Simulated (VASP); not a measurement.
Output of a VASP run:

### OSZICAR
```
       N       E                     dE             d eps       ncg     rms          rms(c)
DAV:   1     0.569493902956E+03    0.56949E+03   -0.14939E+04  1456   0.234E+03
DAV:   2     0.121400932250E+03   -0.44809E+03   -0.44265E+03  2208   0.455E+02
DAV:   3    -0.243154780571E+01   -0.12383E+03   -0.12282E+03  2680   0.283E+02
DAV:   4    -0.172541843713E+02   -0.14823E+02   -0.14607E+02  2688   0.101E+02
DAV:   5    -0.192522686001E+02   -0.19981E+01   -0.19431E+01  2864   0.336E+01    0.521E+00
DAV:   6    -0.194615470167E+02   -0.20928E+00   -0.25347E+00  2808   0.116E+01    0.265E+00
DAV:   7    -0.194878944231E+02   -0.26347E-01   -0.38940E-01  2760   0.451E+00    0.662E-01
DAV:   8    -0.194976123310E+02   -0.97179E-02   -0.59029E-02  2832   0.176E+00    0.242E-01
DAV:   9    -0.194998495498E+02   -0.22372E-02   -0.83021E-03  2808   0.554E-01    0.177E-01
DAV:  10    -0.195015502162E+02   -0.17007E-02   -0.55757E-03  2384   0.541E-01    0.403E-02
DAV:  11    -0.195015703240E+02   -0.20108E-04   -0.48190E-04  2856   0.199E-01    0.265E-02
DAV:  12    -0.195015627140E+02    0.76099E-05   -0.62895E-05  2768   0.448E-02    0.153E-02
DAV:  13    -0.195015621703E+02    0.54370E-06   -0.23276E-05  2496   0.372E-02    0.645E-03
DAV:  14    -0.195015615985E+02    0.57183E-06   -0.42004E-06  2560   0.175E-02    0.649E-04
DAV:  15    -0.195015611954E+02    0.40306E-06   -0.55234E-07  1536   0.412E-03    0.543E-04
DAV:  16    -0.195015610009E+02    0.19452E-06   -0.12781E-07  1424   0.361E-03    0.194E-04
DAV:  17    -0.195015610553E+02   -0.54369E-07   -0.33058E-08  1328   0.212E-03
   1 F= -.21225129E+02 E0= -.21224601E+02  d E =-.212251E+02
       N       E                     dE             d eps       ncg     rms          rms(c)
DAV:   1    -0.195017541732E+02   -0.19317E-03   -0.15131E-02  2174   0.224E+00    0.590E-02
DAV:   2    -0.195016445045E+02    0.10967E-03   -0.48354E-04  2520   0.259E-01    0.323E-02
DAV:   3    -0.195016010069E+02    0.43498E-04   -0.24525E-04  2600   0.163E-01    0.854E-03
DAV:   4    -0.195016012117E+02   -0.20482E-06   -0.14254E-05  2520   0.358E-02    0.536E-03
DAV:   5    -0.195016011280E+02    0.83711E-07   -0.82705E-07  1848   0.919E-03
   2 F= -.21225171E+02 E0= -.21224638E+02  d E =-.423680E-04
```

**OUTCAR**
```
------------------------ aborting loop because EDIFF is reached ----------------------------------------
 Edisp (eV)   -1.72357
  FORCE on cell =-STRESS in cart. coord.  units (eV):
  Direction    XX          YY          ZZ          XY          YZ          ZX
  --------------------------------------------------------------------------------------
  Total      -0.44100    -0.44100    -0.47516     0.00000     0.00000     0.00000
  in kB      -4.99593    -4.99593    -5.38293     0.00000     0.00000     0.00000
  external pressure =       -5.12 kB  Pullay stress =        0.00 kB
  volume of cell :      141.43
      direct lattice vectors                 reciprocal lattice vectors
     1.856032885 -3.214743467  0.000000000     0.269391779 -0.155533406  0.000000000
     1.856032885  3.214743467 -0.000000000     0.269391779  0.155533406 -0.000000000
     0.000000000  0.000000000 11.851404098     0.000000000  0.000000000  0.084378188
 POSITION                                       TOTAL-FORCE (eV/Angst)
 -----------------------------------------------------------------------------------
      1.85603      3.21474      5.92570         0.000000     -0.000000     -0.000000
      1.85603      3.21474     11.85140         0.000000     -0.000000     -0.000000
      1.85603      1.07158      2.96285        -0.000000      0.000000      0.000000
      1.85603     -1.07158      8.88855         0.000000      0.000000      0.000000
 -----------------------------------------------------------------------------------
    total drift:                                0.000000      0.000000      0.000000
  FREE ENERGIE OF THE ION-ELECTRON SYSTEM (eV)
  ---------------------------------------------------
  free  energy   TOTEN  =       -21.2251713590 eV

  energy  without entropy=      -21.2235727767  energy(sigma->0) =      -21.22463850

 reached required accuracy - stopping structural energy minimisation
```
(Selected blocks of OUTCAR.)

### POSCAR
```
La
1
    1.8554076248    -3.2136604872     0.0000000000
    1.8554076248     3.2136604872     0.0000000000
    0.0000000000     0.0000000000    11.8593931228
La
4
Direct
  0.0000000000   0.0000000000   0.5000000000
  0.0000000000   0.0000000000   0.0000000000
  0.3333330000   0.6666670000   0.2500000000
  0.6666670000   0.3333330000   0.7500000000
```

Question: Write an INCAR and KPOINTS that could have produced this output.

Answer: One answer among several that fit: the input of the run itself, PBE GGA with D3 dispersion (Becke-Johnson damping), plane waves, VASP's PBE PAW potentials (set 64).

### INCAR
```
! general
SYSTEM  = La
PREC    = Accurate
ENCUT   = 520
LREAL   = .FALSE.
LASPH   = .TRUE.

! electronic loop
EDIFF   = 1E-7
NELM    = 100
ALGO    = Normal
LMAXMIX = 6

! smearing
ISMEAR  = 1
SIGMA   = 0.1

! functional
GGA     = PE
IVDW    = 12

! ions
IBRION  = 2
NSW     = 30
ISIF    = 4
EDIFFG  = -0.01

! output
LWAVE   = .FALSE.
LCHARG  = .FALSE.
```

**KPOINTS**
```
Automatic mesh
0
Gamma
10 10 3
0 0 0
```

POTCAR, in this order: La (PBE.64 set). Program: vasp_std.

The compound is La in the dhcp structure. This cell is one point of a volume scan, at 1.03 of the reference volume. Symmetry was kept, so distortions that lower it aren't found.
